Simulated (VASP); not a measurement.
**GaN: structure and properties in VASP**

Aim: relax GaN with r2SCAN + rVV10, compute its properties on that cell and hold them against experiment. The steps: relaxing cell and atoms (r2SCAN + rVV10), second relaxation, density, ELF and potential (r2SCAN + rVV10), bands along the symmetry lines (r2SCAN + rVV10), density of states (r2SCAN + rVV10), vibrations at Γ (r2SCAN + rVV10), elastic constants (r2SCAN + rVV10), independent-particle dielectric function (r2SCAN + rVV10) and bands along the symmetry lines (r2SCAN + rVV10 + SOC). Left out of this account: 1 further run (core levels: core levels are not valid at this level). The start is a cell from a database of measured crystal structures.

Main program and level: VASP 6.6.1; r2SCAN with rVV10; plane waves and PAW (Ga_d, N), in the first sound run; inputs show where later runs differ.

The experiments to compare with:

For GaN, wurtzite (bulk w-GaN, literature), “Vacancy defect in bulk and at (10overline10) surface of GaN: A combined first-principles theoretical and experimental analysis” (2017, arxiv:1710.05670) quotes earlier work: lattice constant a (a, Expt. column of Table I) 3.189 Å; lattice constant c (c, Expt. column of Table I) 5.186 Å.

“On the origin of Blue Luminescence in Mg doped GaN” (2017, arxiv:1708.04036) quotes from earlier work for GaN, wurtzite (literature experimental value, sample not described, 2 K): band gap (band gap at 2 K) 3.51 eV [Literature value quoted for comparison without method or sample details; may be an …].

For GaN, wurtzite (bulk single crystal used as calibration reference), “Dual Optical Marker Raman Characterization of Strained GaN-channels on AlN Using AlN/GaN/AlN Quantum Wells and 15N Isotopes” (2015, arxiv:1502.00072) gives, by Raman spectroscopy, 488 nm, backscattering: Raman mode (E2(high)) 567.4 cm⁻¹ [bulk reference crystal measured as a calibration].

The database entry behind the starting cell differs from later determinations by our own check (thin film, about 0.3 % long), so it need not match the best structure at ambient conditions.

## Step 1: Set-up

Before any relaxation, the start is as follows. It takes space group P6_3mc (No. 186, hexagonal). The conventional cell has a = 3.197 Å, b = 3.197 Å, c = 5.207 Å, α = 90.00°, β = 90.00°, γ = 120.00°. Ga has 4 N at 1.95 to 1.97 Å nearest. N has 4 Ga at 1.95 to 1.97 Å nearest. Farther neighbours and most contacts between anions are not listed.

Structure file:

```cif
data_structure
_symmetry_space_group_name_H-M 'P 1'
_symmetry_Int_Tables_number 1
_cell_length_a 3.1972
_cell_length_b 3.1972
_cell_length_c 5.2070
_cell_angle_alpha 90.000
_cell_angle_beta 90.000
_cell_angle_gamma 120.000
_cell_volume 46.10
loop_
_atom_site_label
_atom_site_type_symbol
_atom_site_fract_x
_atom_site_fract_y
_atom_site_fract_z
_atom_site_occupancy
Ga1 Ga 0.66667 0.33333 0.59120 1
Ga2 Ga 0.33333 0.66667 0.09120 1
N3 N 0.66667 0.33333 0.96880 1
N4 N 0.33333 0.66667 0.46880 1
```

## Step 2: Relaxing cell and atoms (r2SCAN + rVV10)

The start need not lie at this functional's minimum. ISIF = 3 frees volume, shape and positions, and EDIFFG sets the threshold on forces and stress at which the search stops. r2SCAN adds the kinetic-energy density, costs more than a GGA and is run with LASPH. LUSE_VDW switches on a nonlocal correlation term for dispersion.

Contents of INCAR:

```
SYSTEM = GaN
PREC = Accurate
ENCUT = 520
EDIFF = 1E-06
NELM = 100
ISMEAR = 0
SIGMA = 0.05
LREAL = .FALSE.
ALGO = Normal
METAGGA = R2SCAN
LUSE_VDW = .TRUE.
IVDW_NL = 2
BPARAM = 11.95
CPARAM = 0.0093
LASPH = .TRUE.
NBANDS = 24
LORBIT = 11
LWAVE = .FALSE.
LCHARG = .FALSE.
KPAR = 4
IBRION = 2
NSW = 60
ISIF = 3
EDIFFG = -0.01
```

Contents of POSCAR:

```
GaN
1.0
    3.1972000000      0.0000000000      0.0000000000
   -1.5986000000      2.7688564210      0.0000000000
    0.0000000000      0.0000000000      5.2070000000
Ga N
2 2
Direct
    0.6666666667      0.3333333333      0.5912000000
    0.3333333333      0.6666666667      0.0912000000
    0.6666666667      0.3333333333      0.9688000000
    0.3333333333      0.6666666667      0.4688000000
```

Contents of KPOINTS:

```
Automatic mesh
0
Gamma
8 8 5
0 0 0
```

Potentials, in the order of the species: Ga_d and N (PBE family, release 64).

The run is started by

```sh
$ mpirun -np 4 vasp_std
```

Output:

```text
[banner, memory and clock lines left out]
running    4 mpi-ranks, on    1 nodes
 distrk:  each k-point on    1 cores,    4 groups
 distr:  one band on    1 cores,    1 groups

 POSCAR found type information on POSCAR GaN
 POSCAR found :  2 types and       4 ions
|                                                                             |
|               ----> ADVICE to this user running VASP <----                  |
|                                                                             |
|     You have switched on vdW-DFT.                                           |
|     This routine was written and supplied by Jiri Klimes. We recommend      |
|     that you carefully read and cite the following publications:            |
|       J. Klimes, D.R. Bowler, A. Michelides                                 |
|          J. Phys.: Cond Matt. 22 022201 (2010)                              |
|       J. Klimes, D.R. Bowler, A. Michelides                                 |
|          Phys. Rev. B. 83, 195131 (2011)                                    |
|     and references therein.                                                 |
|                                                                             |

|                                                                             |
|               ----> ADVICE to this user running VASP <----                  |
|                                                                             |
|     You enforced a specific xc type in the INCAR file but a different       |
|     [... a line on the potential file left out ...]
|     I HOPE YOU KNOW WHAT YOU ARE DOING!                                     |
|                                                                             |

 LDA part: xc-table for (None), standard interpolation
 POSCAR, INCAR and KPOINTS ok, starting setup
 FFT: planning ... GRIDC
 FFT: planning ... GRID_SOFT
 FFT: planning ... GRID
 WAVECAR not read
 entering main loop
       N       E                     dE             d eps       ncg     rms          rms(c)
Total rVV10 correction in eV:      0.9283319    38.6842481
Total rVV10 correction in eV:      0.9283319    38.6842481
Total rVV10 correction in eV:      0.9283319    38.6842481
Total rVV10 correction in eV:      0.9283319    38.6842481
DAV:   1     0.247095383901E+03    0.24710E+03   -0.18735E+04  1600   0.288E+03
DAV:   2    -0.212860198135E+02   -0.26838E+03   -0.25619E+03  1632   0.512E+02
DAV:   3    -0.517009679472E+02   -0.30415E+02   -0.30185E+02  1688   0.142E+02
DAV:   4    -0.525810737971E+02   -0.88011E+00   -0.87886E+00  1864   0.273E+01
DAV:   5    -0.525982031225E+02   -0.17129E-01   -0.17121E-01  1712   0.329E+00    0.100E+01
Total rVV10 correction in eV:      0.9678260    38.6842476
Total rVV10 correction in eV:      0.9678260    38.6842476
Total rVV10 correction in eV:      0.9678260    38.6842476
Total rVV10 correction in eV:      0.9678260    38.6842476
DAV:   6    -0.425963125100E+02    0.10002E+02   -0.88578E+00  2400   0.542E+01    0.306E+00
Total rVV10 correction in eV:      0.9802156    38.6842474
Total rVV10 correction in eV:      0.9802156    38.6842474
Total rVV10 correction in eV:      0.9802156    38.6842474
Total rVV10 correction in eV:      0.9802156    38.6842474
DAV:   7    -0.428103716238E+02   -0.21406E+00   -0.19486E+00  1664   0.106E+01    0.263E+00
Total rVV10 correction in eV:      0.9866446    38.6842474
Total rVV10 correction in eV:      0.9866446    38.6842474
Total rVV10 correction in eV:      0.9866446    38.6842474
Total rVV10 correction in eV:      0.9866446    38.6842474
DAV:   8    -0.428293907712E+02   -0.19019E-01   -0.10850E-01  2016   0.695E+00    0.687E-01
Total rVV10 correction in eV:      0.9941973    38.6842474
Total rVV10 correction in eV:      0.9941973    38.6842474
Total rVV10 correction in eV:      0.9941973    38.6842474
Total rVV10 correction in eV:      0.9941973    38.6842474
DAV:   9    -0.428257401640E+02    0.36506E-02   -0.45630E-02  2400   0.313E+00    0.164E-01
Total rVV10 correction in eV:      0.9937580    38.6842474
Total rVV10 correction in eV:      0.9937580    38.6842474
Total rVV10 correction in eV:      0.9937580    38.6842474
Total rVV10 correction in eV:      0.9937580    38.6842474
DAV:  10    -0.428259707898E+02   -0.23063E-03   -0.45722E-03  2120   0.721E-01    0.569E-02
Total rVV10 correction in eV:      0.9940833    38.6842474
Total rVV10 correction in eV:      0.9940833    38.6842474
Total rVV10 correction in eV:      0.9940833    38.6842474
Total rVV10 correction in eV:      0.9940833    38.6842474
DAV:  11    -0.428260932377E+02   -0.12245E-03   -0.35137E-04  1624   0.174E-01    0.189E-02
Total rVV10 correction in eV:      0.9943293    38.6842474
Total rVV10 correction in eV:      0.9943293    38.6842474
Total rVV10 correction in eV:      0.9943293    38.6842474
Total rVV10 correction in eV:      0.9943293    38.6842474
DAV:  12    -0.428261062269E+02   -0.12989E-04   -0.32585E-05  1792   0.945E-02    0.116E-02
Total rVV10 correction in eV:      0.9943744    38.6842474
Total rVV10 correction in eV:      0.9943744    38.6842474
Total rVV10 correction in eV:      0.9943744    38.6842474
Total rVV10 correction in eV:      0.9943744    38.6842474
DAV:  13    -0.428261024730E+02    0.37539E-05   -0.58583E-06  1768   0.214E-02    0.850E-03
Total rVV10 correction in eV:      0.9943784    38.6842474
Total rVV10 correction in eV:      0.9943784    38.6842474
Total rVV10 correction in eV:      0.9943784    38.6842474
Total rVV10 correction in eV:      0.9943784    38.6842474
DAV:  14    -0.428261020300E+02    0.44300E-06   -0.34265E-06  1464   0.181E-02
Total rVV10 correction in eV:      0.9943890    38.6842474
Total rVV10 correction in eV:      0.9943890    38.6842474
Total rVV10 correction in eV:      0.9943890    38.6842474
Total rVV10 correction in eV:      0.9943890    38.6842474
Total rVV10 correction in eV:      0.9943786    38.6842474
Total rVV10 correction in eV:      0.9943786    38.6842474
Total rVV10 correction in eV:      0.9943786    38.6842474
Total rVV10 correction in eV:      0.9943786    38.6842474
   1 F= -.42826102E+02 E0= -.42826102E+02  d E =-.428261E+02
 curvature:   0.00 expect dE= 0.000E+00 dE for cont linesearch  0.000E+00
 trial: gam= 0.00000 g(F)=  0.682E-03 g(S)=  0.228E-01 ort = 0.000E+00 (trialstep = 0.100E+01)
 search vector abs. value=  0.234E-01
 bond charge predicted
       N       E                     dE             d eps       ncg     rms          rms(c)
Total rVV10 correction in eV:      0.9953088    38.6842474
Total rVV10 correction in eV:      0.9953088    38.6842474
Total rVV10 correction in eV:      0.9953088    38.6842474
Total rVV10 correction in eV:      0.9953088    38.6842474
DAV:   1    -0.430478026373E+02   -0.22170E+00   -0.31711E+00  1792   0.380E+01    0.294E+00
Total rVV10 correction in eV:      0.9877086    38.6842486
Total rVV10 correction in eV:      0.9877086    38.6842486
Total rVV10 correction in eV:      0.9877086    38.6842486
Total rVV10 correction in eV:      0.9877086    38.6842486
DAV:   2    -0.428794077271E+02    0.16839E+00   -0.42109E-01  1984   0.151E+01    0.141E+00
Total rVV10 correction in eV:      0.9830129    38.6842486
Total rVV10 correction in eV:      0.9830129    38.6842486
Total rVV10 correction in eV:      0.9830129    38.6842486
Total rVV10 correction in eV:      0.9830129    38.6842486
DAV:   3    -0.428289402948E+02    0.50467E-01   -0.75445E-02  2096   0.687E+00    0.259E-01
Total rVV10 correction in eV:      0.9833843    38.6842486
Total rVV10 correction in eV:      0.9833843    38.6842486
Total rVV10 correction in eV:      0.9833843    38.6842486
Total rVV10 correction in eV:      0.9833843    38.6842486
DAV:   4    -0.428270348629E+02    0.19054E-02   -0.19162E-02  1488   0.121E+00    0.195E-01
Total rVV10 correction in eV:      0.9835504    38.6842486
Total rVV10 correction in eV:      0.9835504    38.6842486
Total rVV10 correction in eV:      0.9835504    38.6842486
Total rVV10 correction in eV:      0.9835504    38.6842486
DAV:   5    -0.428260616041E+02    0.97326E-03   -0.85417E-04  2144   0.284E-01    0.107E-01
Total rVV10 correction in eV:      0.9835892    38.6842486
Total rVV10 correction in eV:      0.9835892    38.6842486
Total rVV10 correction in eV:      0.9835892    38.6842486
Total rVV10 correction in eV:      0.9835892    38.6842486
DAV:   6    -0.428258209274E+02    0.24068E-03   -0.19544E-04  1696   0.194E-01    0.402E-02
Total rVV10 correction in eV:      0.9835955    38.6842486
Total rVV10 correction in eV:      0.9835955    38.6842486
Total rVV10 correction in eV:      0.9835955    38.6842486
Total rVV10 correction in eV:      0.9835955    38.6842486
DAV:   7    -0.428258114900E+02    0.94374E-05   -0.11031E-05  2096   0.362E-02    0.186E-02
Total rVV10 correction in eV:      0.9836021    38.6842486
Total rVV10 correction in eV:      0.9836021    38.6842486
Total rVV10 correction in eV:      0.9836021    38.6842486
Total rVV10 correction in eV:      0.9836021    38.6842486
DAV:   8    -0.428258030460E+02    0.84439E-05   -0.14639E-06  1176   0.115E-02    0.236E-03
Total rVV10 correction in eV:      0.9836022    38.6842486
Total rVV10 correction in eV:      0.9836022    38.6842486
Total rVV10 correction in eV:      0.9836022    38.6842486
Total rVV10 correction in eV:      0.9836022    38.6842486
DAV:   9    -0.428258027645E+02    0.28159E-06   -0.33767E-07   832   0.760E-03
Total rVV10 correction in eV:      0.9836065    38.6842486
Total rVV10 correction in eV:      0.9836065    38.6842486
Total rVV10 correction in eV:      0.9836065    38.6842486
Total rVV10 correction in eV:      0.9836065    38.6842486
Total rVV10 correction in eV:      0.9836044    38.6842486
Total rVV10 correction in eV:      0.9836044    38.6842486
Total rVV10 correction in eV:      0.9836044    38.6842486
Total rVV10 correction in eV:      0.9836044    38.6842486
   2 F= -.42825803E+02 E0= -.42825803E+02  d E =0.299266E-03
[...]
3 F= -.42832077E+02 E0= -.42832077E+02  d E =-.597506E-02
[...]
4 F= -.42832076E+02 E0= -.42832076E+02  d E =-.597375E-02
 curvature:  -0.25 expect dE=-0.238E-04 dE for cont linesearch -0.978E-05
 ZBRENT: accuracy reached
 trial: gam=-0.03710 g(F)=  0.594E-04 g(S)=  0.376E-04 ort = 0.967E-03 (trialstep = 0.898E+00)
 search vector abs. value=  0.575E-04
 bond charge predicted
       N       E                     dE             d eps       ncg     rms          rms(c)
Total rVV10 correction in eV:      0.9891288    38.6842482
Total rVV10 correction in eV:      0.9891288    38.6842482
Total rVV10 correction in eV:      0.9891288    38.6842482
Total rVV10 correction in eV:      0.9891288    38.6842482
DAV:   1    -0.428321205318E+02   -0.44780E-04   -0.71342E-03  1456   0.620E-01    0.354E-02
Total rVV10 correction in eV:      0.9891338    38.6842483
Total rVV10 correction in eV:      0.9891338    38.6842483
Total rVV10 correction in eV:      0.9891338    38.6842483
Total rVV10 correction in eV:      0.9891338    38.6842483
DAV:   2    -0.428321216905E+02   -0.11586E-05   -0.20957E-04  1896   0.163E-01    0.204E-02
Total rVV10 correction in eV:      0.9891387    38.6842483
Total rVV10 correction in eV:      0.9891387    38.6842483
Total rVV10 correction in eV:      0.9891387    38.6842483
Total rVV10 correction in eV:      0.9891387    38.6842483
DAV:   3    -0.428321136680E+02    0.80225E-05   -0.12623E-05  2096   0.442E-02    0.394E-03
Total rVV10 correction in eV:      0.9891378    38.6842483
Total rVV10 correction in eV:      0.9891378    38.6842483
Total rVV10 correction in eV:      0.9891378    38.6842483
Total rVV10 correction in eV:      0.9891378    38.6842483
DAV:   4    -0.428321136722E+02   -0.42382E-08   -0.24153E-06  1240   0.152E-02
Total rVV10 correction in eV:      0.9891354    38.6842483
Total rVV10 correction in eV:      0.9891354    38.6842483
Total rVV10 correction in eV:      0.9891354    38.6842483
Total rVV10 correction in eV:      0.9891354    38.6842483
Total rVV10 correction in eV:      0.9891366    38.6842483
Total rVV10 correction in eV:      0.9891366    38.6842483
Total rVV10 correction in eV:      0.9891366    38.6842483
Total rVV10 correction in eV:      0.9891366    38.6842483
   5 F= -.42832114E+02 E0= -.42832114E+02  d E =-.378910E-04
 trial-energy change:   -0.000038  1 .order   -0.000037   -0.000055   -0.000018
 step:   1.3501(harm=  1.3501)  dis= 0.00100  next Energy=   -42.832117 (dE=-0.413E-04)
 reached required accuracy - stopping structural energy minimisation
```

Wall time 4 min (4 MPI ranks of AMD EPYC 7R43, shared host); peak memory 0.99 GiB; 16 min of CPU time.

Lines that name or quote the potential files are left out of all logs, and their timing lines are given in words.

[end of part 1 of 9]

[Lines on the potential files, build, host, timing and source positions are cut from VASP's logs without a mark.]

[Logs are printed without paths, hosts, clocks, repeated set-up lines and the standing remarks that a program may print on its own settings, such as how far it seeks lower states.]

[Hosts, paths, dates, database ids (printed as entryN), source tags and the programs' standing remarks are cut or masked in the printed files.]

[Measured values are set beside computed ones only where the two were judged alike; some that the calculation misses by far are left out.]

[In band tables of VASP the shares of atoms and orbitals are scaled to a sum of 1 inside the atoms' spheres.]
